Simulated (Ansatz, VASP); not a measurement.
# Cross-check of IrPt2 (Pt-Ir-Pt stack, (100) layers) between VASP and Ansatz

Aim: how closely do two programs agree when they are given the same cell, functional and k mesh? The cell is taken from a series of runs on this material, whose earlier steps may have relaxed, scaled, displaced or heated it; both programs get it as it stands.

Calculated with Ansatz 0.2.0; plane waves, with VASP 6.6.1 beside it; PBE.

**1. Set-up**

The cell holds 3 atoms: 2 Pt and 1 Ir. Its edges and angles: a = 2.718 Å, b = 2.718 Å, c = 31.480 Å, α = 90.0°, β = 90.0°, γ = 90.0°. It derives from IrPt2. Vacuum lies along c.

**2. Ansatz: zone-centre phonons, PBE**

Ansatz runs on its PAW soft_1 files.

Second derivatives magnify differences that forces hide, and they need a tight electronic threshold.

input.yaml reads:

```yaml
crystal:
  lattice:
    - [2.7184921118, 0.0, 0.0]
    - [0.0, 2.7184921118, 0.0]
    - [0.0, 0.0, 31.479999768]
  atoms:
    - { symbol: Pt, position: [0.0, 0.0, 0.1746524221] }
    - { symbol: Ir, position: [0.5, 0.5, 0.2357052114] }
    - { symbol: Pt, position: [0.0, 0.0, 0.2967580007] }
  periodic: [true, true, false]
kpoints:
  mp_grid: { grid: [9, 9, 1] }
hamiltonian:
  xc: pbe
  pseudopotentials: { kind: paw, azcp: { folder: soft_1 } }
scf:
  occupations: { method: methfessel_paxton, width: 0.2 }
output:
  eigenvalues: true
phonons:
  method: dfpt
  qmesh: [3, 3, 1]
  temperatures: { t_max: 1000, t_step: 50 }
  qpath:
    path: [[0.0, 0.0, 0.0], [0.0, 0.5, 0.0], [0.5, 0.5, 0.0], [0.0, 0.0, 0.0]]
    npoints: 10
  electrical_resistivity:
    mesh: [12, 12, 1]
    temperatures: [20.0, 50.0, 77.0, 100.0, 150.0, 200.0, 300.0, 400.0, 600.0, 800.0]
```

Started as:

```sh
$ ansatz run input.yaml --threads 8 --pin off --max-ram 20480MiB --backend cpu --events-out ev --progress --plain --runs-dir out
```

Numbers of over 12 decimals in the logs are rounded to 6 here.

The program printed:

```text
Warning: crystal.symmetry: narrowed to the stabiliser of the run's FFT grids — unitary ops 16 → 8. A phonons.method: dfpt run fills in the rows of the dynamical matrix that it does not solve by its symmetry operations, which is exact only for operations that map its FFT grids onto themselves: filled in by any other, the frequencies could depend on the order in which like atoms are typed, or, by more than the grids' own error, on where the crystal sits among the grids' points. Excluded: 8 operations. The run can therefore solve more perturbations, solve them on more k-points, or both, and cost more. [rest of the remark cut]
Engine: ansatz 0.2.0, aarch64-unknown-linux-gnu
Pseudopotentials: kind: paw
Pseudopotential: Pt, paw, valence charge 18, recommended cutoff 420 eV (normal), soft_1/Pt.paw.azcp
Pseudopotential: Ir, paw, valence charge 17, recommended cutoff 420 eV (normal), soft_1/Ir.paw.azcp
Functional definition: PBE
  parameter kappa = 0.804
  parameter beta = 0.066725
  exchange = pbe_x(kappa = kappa, mu = beta*pi^2/3)
  correlation = pbe_c(beta = beta)
Crystal: 3 atoms, lattice volume = 232.643 Å³
Basis set: ecut = 420 eV, 4629 PW (Γ), exchange–correlation on 40×40×432 points (8 copies of the dense FFT grid, shifted against one another)
Bands: 32, of which v1, the nominal top of the filled ones, is band 27 counted from 1 (26 counted from 0)
Symmetry: 16 space group operations
k-points: 15 of 81 (irreducible under 8 space group operations)
Non-local potential: Pt, projectors of the file, l = 0: 3, l = 1: 2, l = 2: 2, l = 3: 1
Non-local potential: Ir, projectors of the file, l = 0: 3, l = 1: 2, l = 2: 2, l = 3: 1
PAW form: soft (Blöchl's): semilocal exchange-correlation on the pseudo side does not see the compensation charge
PAW one-centre angular grid: Pt, 590 points (default); XC on 64 Gauss nodes
PAW one-centre angular grid: Ir, 590 points (default); XC on 64 Gauss nodes
Initial density: superposition of atomic densities (neutral atoms: chi_scale 0, normalization atom)
Initial wavefunctions: pseudopotential atomic-orbital guess
Functional: x = pbe(κ = 0.804, μ = 0.219515), c = pbe(β = 0.066725)
SCF iter   1: F=—  HF=-36986.229694 eV  |F-HF|=—  |Δ(HF+E_count)|=         —  Δρ=5.21e-2  dr2=1.55e1  ethr=3.10e-3  ⟨swp⟩=12.7  Hψ=3644  notcnv=0
preconditioner: auto → LDOS  [metal: Δε(μ)=0.010 eV  Ē_g=6.831 eV  σ=0.200 eV  W_gap=0.04  n_scr=20 (ndim 8)  ℏωp=13.1 eV  f_vac=0.753  D(μ)=4.53/eV (n_scr^D=18)  β→1.0]
SCF iter   2: F=—  HF=-36985.039199 eV  |F-HF|=—  |Δ(HF+E_count)|=    1.19e0  S|Δr|=    0.00e0  Δρ=2.98e-2  dr2=1.90e0  ethr=3.10e-3  ⟨swp⟩=4.2  Hψ=1570  notcnv=0  defer=5
SCF iter   3: F=—  HF=-36984.548116 eV  |F-HF|=—  |Δ(HF+E_count)|=   4.91e-1  S|Δr|=    0.00e0  Δρ=1.11e-2  dr2=9.60e-1  ethr=3.10e-3  ⟨swp⟩=3.1  Hψ=1290  notcnv=0  defer=5
SCF iter   4: F=—  HF=-36984.474440 eV  |F-HF|=—  |Δ(HF+E_count)|=   7.37e-2  S|Δr|=    0.00e0  Δρ=7.46e-3  dr2=2.11e-1  ethr=1.81e-3  ⟨swp⟩=2.9  Hψ=926  notcnv=0  defer=5
[...]
--- Phonons (Γ-DFPT): 6 representative perturbations + reference (Σ response iterations 35) ---
  ASR residual: 4.949e-5 → 0.000e0 eV/Å²; symmetrization residual: 2.189e-7 eV/Å²
  The last average, over the group as it would stand without the narrowing to the FFT grids, took up to 1.959e-8 eV/Å² of the zone centre's force constants
  ASR residual per site (eV/Å²): 2.38e-6 4.95e-5 2.35e-6
  Γ frequencies (cm⁻¹): 0.00 0.00 0.00 73.48 73.48 120.91 132.63 132.63 169.54
--- Phonons (arbitrary-q DFPT): 3 irreducible q on the 3×3×1 mesh ---
  q = [0.0000, 0.0000, 0.0000] (star 1, of the zone-centre solve; hermiticity 3.22e-8, symmetrization 3.53e-12, taken by the last average 1.44e-9): -0.00 -0.00 0.00 73.48 73.48 120.91 132.63 132.63 169.54
  q = [0.0000, 0.3333, 0.0000] (star 4, 9 solved perturbations on 45 of 81 k-point pairs; hermiticity 2.72e-8, symmetrization 9.87e-11, taken by the last average 3.22e-9): 67.78 74.27 75.63 77.79 111.78 113.58 145.78 172.47 173.33
  q = [0.3333, 0.3333, 0.0000] (star 4, 6 solved perturbations in 378 linear systems a pass and spin channel, the states on 81 of 81 k-point pairs; hermiticity 8.14e-9, symmetrization 9.14e-11, taken by the last average 3.69e-9): 102.17 108.85 118.15 120.69 129.97 136.31 151.74 163.93 175.22
  sum rule: each row above includes the acoustic sum rule's correction from the zone centre's row sums; it moved no ω² by more than (0.26 cm⁻¹)²
  mesh force constants: q→R imaginary residual 0.00e0; ASR residual 4.949e-5 → 0.000e0 eV/Å²; symmetrization residual 5.329e-15 eV/Å²
  interpolated dispersion: 31 rows × 9 modes
  density of states and harmonic sums: on the 24×24×1 q-mesh, interpolated from the force constants of a 3×3×1 supercell (no non-analytic term)
  largest difference from the sums on the solved wave vectors: F 8.01e-2 eV, S 1.08e-4 and C_V 2.83e-5 eV/K
  zero-point energy: 0.066789 eV/cell   skipped modes (ω ≤ 0): 3   left out of the sums: 5.79e-4 of the cell's modes: C_V's classical limit lies that fraction below 3 k_B per atom; for a crystal, a wire or a layer, F and S can be off by more, and a phonons.interpolated_qmesh denser along its periods is the remedy for the sampling
--- Electrical resistivity: potentials and phonons of a 3×3×1 supercell ---
[...]
3×3×1                     0.8110              3.4217    0.2008    0.2648          13.887
  resistivity on the deck's mesh, µΩ·cm:
     T (K)       trace/2  mesh converged            xx            yy            zz    lowest order   relaxation time
     20.00     1.0426e-1              no     1.0426e-1     1.0426e-1      0.0000e0       2.0526e-1         1.1685e-1
     50.00      2.8019e0              no      2.8019e0      2.8019e0      0.0000e0        3.8127e0          2.8475e0
     77.00      7.1437e0              no      7.1437e0      7.1437e0      0.0000e0        8.6903e0          7.2233e0
    100.00      1.0971e1              no      1.0971e1      1.0971e1      0.0000e0        1.2894e1          1.1095e1
    150.00      1.8924e1              no      1.8924e1      1.8924e1      0.0000e0        2.1675e1          1.9148e1
    200.00      2.6419e1              no      2.6419e1      2.6419e1      0.0000e0        3.0128e1          2.6720e1
    300.00      4.1074e1             yes      4.1074e1      4.1074e1      0.0000e0        4.6712e1          4.1472e1
    400.00      5.5694e1              no      5.5694e1      5.5694e1      0.0000e0        6.3394e1          5.6081e1
    600.00      8.5315e1              no      8.5315e1      8.5315e1      0.0000e0        9.7332e1          8.5394e1
    800.00      1.1507e2              no      1.1507e2      1.1507e2      0.0000e0        1.3157e2          1.1457e2
  sheet resistance at 20 K: 0.3312 Ω
  mean free path at 20 K (of a tensor half of its trace): 2698 nm by what each carries, 1902 by the Fermi surface alone
  sheet resistance at 50 K: 8.900 Ω
  mean free path at 50 K (of a tensor half of its trace): 89.2 nm by what each carries, 70.8 by the Fermi surface alone
  sheet resistance at 77 K: 22.69 Ω
  mean free path at 77 K (of a tensor half of its trace): 32.8 nm by what each carries, 27.8 by the Fermi surface alone
  Hall coefficient in a weak field at 77 K (along the normal): 2.728e-10 m³/C (as a tensor it moves by 44.1 % between the two finest meshes); by each state's relaxation time: 2.736e-10 m³/C; by a constant relaxation time: (none: it, or that of a finer mesh, parts from a neighbouring mesh's by over half of the finer one's)
  sheet resistance at 100 K: 34.85 Ω
  mean free path at 100 K (of a tensor half of its trace): 20.7 nm by what each carries, 18.1 by the Fermi surface alone
  Hall coefficient in a weak field at 100 K (along the normal): 2.726e-10 m³/C (as a tensor it moves by 35.9 % between the two finest meshes); by each state's relaxation time: 2.710e-10 m³/C; by a constant relaxation time: (none: it, or that of a finer mesh, parts from a neighbouring mesh's by over half of the finer one's)
  sheet resistance at 150 K: 60.11 Ω
  mean free path at 150 K (of a tensor half of its trace): 11.7 nm by what each carries, 10.5 by the Fermi surface alone
  Hall coefficient in a weak field at 150 K (along the normal): 2.691e-10 m³/C (as a tensor it moves by 32.5 % between the two finest meshes); by each state's relaxation time: 2.672e-10 m³/C; by a constant relaxation time: (none: it, or that of a finer mesh, parts from a neighbouring mesh's by over half of the finer one's)
  sheet resistance at 200 K: 83.92 Ω
  mean free path at 200 K (of a tensor half of its trace): 8.32 nm by what each carries, 7.51 by the Fermi surface alone
  Hall coefficient in a weak field at 200 K (along the normal): 2.725e-10 m³/C (as a tensor it moves by 31.4 % between the two finest meshes); by each state's relaxation time: 2.710e-10 m³/C; by a constant relaxation time: (none: it, or that of a finer mesh, parts from a neighbouring mesh's by over half of the finer one's)
  sheet resistance at 300 K: 130.5 Ω
  mean free path at 300 K (of a tensor half of its trace): 5.32 nm by what each carries, 4.83 by the Fermi surface alone
  Hall coefficient in a weak field at 300 K (along the normal): 2.764e-10 m³/C (as a tensor it moves by 33.6 % between the two finest meshes); by each state's relaxation time: 2.748e-10 m³/C; by a constant relaxation time: (none: it, or that of a finer mesh, parts from a neighbouring mesh's by over half of the finer one's)
  sheet resistance at 400 K: 176.9 Ω
  mean free path at 400 K (of a tensor half of its trace): 3.93 nm by what each carries, 3.56 by the Fermi surface alone
  Hall coefficient in a weak field at 400 K (along the normal): 2.775e-10 m³/C (as a tensor it moves by 34.1 % between the two finest meshes); by each state's relaxation time: 2.747e-10 m³/C; by a constant relaxation time: (none: it, or that of a finer mesh, parts from a neighbouring mesh's by over half of the finer one's)
  sheet resistance at 600 K: 271.0 Ω
  mean free path at 600 K (of a tensor half of its trace): 2.59 nm by what each carries, 2.32 by the Fermi surface alone
  Hall coefficient in a weak field at 600 K (along the normal): 2.668e-10 m³/C (as a tensor it moves by 33.0 % between the two finest meshes); by each state's relaxation time: 2.599e-10 m³/C; by a constant relaxation time: (none: it, or that of a finer mesh, parts from a neighbouring mesh's by over half of the finer one's)
  sheet resistance at 800 K: 365.5 Ω
  mean free path at 800 K (of a tensor half of its trace): 1.96 nm by what each carries, 1.72 by the Fermi surface alone
  Hall coefficient in a weak field at 800 K (along the normal): 2.389e-10 m³/C (as a tensor it moves by 30.6 % between the two finest meshes); by each state's relaxation time: 2.283e-10 m³/C; by a constant relaxation time: (none: it, or that of a finer mesh, parts from a neighbouring mesh's by over half of the finer one's)
  the resistivity times a path that all electrons share, by the Fermi surface of the deck's mesh alone (half of the trace): 1.983e-15 Ω·m²
  not converged in the mesh (λ; λ_tr; the resistivity at 20 K by 23.58 %; the resistivity at 50 K by 15.92 %; the resistivity at 77 K by 11.54 %; the resistivity at 100 K by 9.47 %; the resistivity at 150 K by 6.56 %; the resistivity at 200 K by 3.80 %; the resistivity at 400 K by 2.39 %; the resistivity at 600 K by 3.33 %; the resistivity at 800 K by 3.16 %): between neighbouring meshes, the two finest first, λ move [...]
  vibrations of 9 cells: unjudged by the run; compare a larger repeat
  the changes of the potential over all sites missed a rigid shift's by 0.38 % (the site terms' by 0.00 %)
  at the force constants' own smearing the fine mesh and the k-points of their solves give squared frequencies that differ by 11.8 % of the larger at the most, at (0.3333, 0.3333, 0)
```

Reading the cycles: dr2 is the Hartree energy of the density residual (eV), the measure of convergence; HF is the Harris–Foulkes estimate of the energy, which meets the free energy F at convergence.

(Part 1 of 2 ends here.)

[Lines on the potential files, build, host, timing and source positions are cut from VASP's logs without a mark.]

[Logs are printed without paths, hosts, clocks, repeated set-up lines and the standing remarks that a program may print on its own settings, such as how far it seeks lower states.]

[Hosts, paths, dates, database ids (printed as entryN), source tags and the programs' standing remarks are cut or masked in the printed files.]
